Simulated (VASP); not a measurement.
An input for Quantum ESPRESSO's pw.x (written as the equivalent of a VASP run, and not itself run):

```
&CONTROL
  calculation = 'scf'
  pseudo_dir = './pseudo'
  outdir = './out'
  tprnfor = .true.
  tstress = .true.
/
&SYSTEM
  ibrav = 0
  nat = 2
  ntyp = 2
  ecutwfc = 86
  occupations = 'smearing'
  smearing = 'gaussian'
  degauss = 0.003675
  input_dft = 'pbe'
  nspin = 2
  starting_magnetization(1) = 0.1
  starting_magnetization(2) = 0.1
/
&ELECTRONS
  conv_thr = 7.3e-08
  electron_maxstep = 100
/
ATOMIC_SPECIES
  Pb 207.200 Pb.upf
  Se 78.971 Se.upf
CELL_PARAMETERS angstrom
     0.0000000    3.0600000    3.0600000
     3.0600000    0.0000000    3.0600000
     3.0600000    3.0600000    0.0000000
ATOMIC_POSITIONS crystal
  Pb   0.0000000  0.0000000  0.0000000
  Se   0.5000000  0.5000000  0.5000000
K_POINTS automatic
  6 6 6 0 0 0
```

Question: Translate this input to VASP (INCAR, KPOINTS, POSCAR, choice of POTCAR).

Answer: Several could match; the one computed here: 
**POSCAR**
```
PbSe
1
    0.0000000000     3.0600000000     3.0600000000
    3.0600000000     0.0000000000     3.0600000000
    3.0600000000     3.0600000000     0.0000000000
Pb Se
1 1
Direct
  0.0000000000   0.0000000000   0.0000000000
  0.5000000000   0.5000000000   0.5000000000
```

### INCAR
```
! general
SYSTEM  = PbSe
PREC    = Accurate
ENCUT   = 400
LREAL   = .FALSE.
LASPH   = .TRUE.

! electronic loop
EDIFF   = 1E-6
NELM    = 100
ALGO    = Normal
LMAXMIX = 4

! smearing
ISMEAR  = 0
SIGMA   = 0.05

! functional
GGA     = PE

! spin
ISPIN   = 2
MAGMOM  = 1.0 1.0

! ions
ISIF    = 2

! output
LWAVE   = .FALSE.
LCHARG  = .FALSE.
```

File KPOINTS:
```
Automatic mesh
0
Gamma
 6 6 6
```

POTCAR, in this order: Pb_d Se (PBE.64 set). Program: vasp_std.

What does not carry over: the potentials are each code's own (VASP's PAW set, PseudoDojo norm-conserving files in pw.x), so ENCUT and ecutwfc are chosen apart and not converted; conv_thr bounds pw.x's estimated SCF error, while EDIFF bounds the energy change between steps; starting_magnetization is a fraction of the valence charge and MAGMOM a moment in μB, so they match only roughly.

The compound is PbSe in the rock salt structure. The cell was not relaxed at this level.
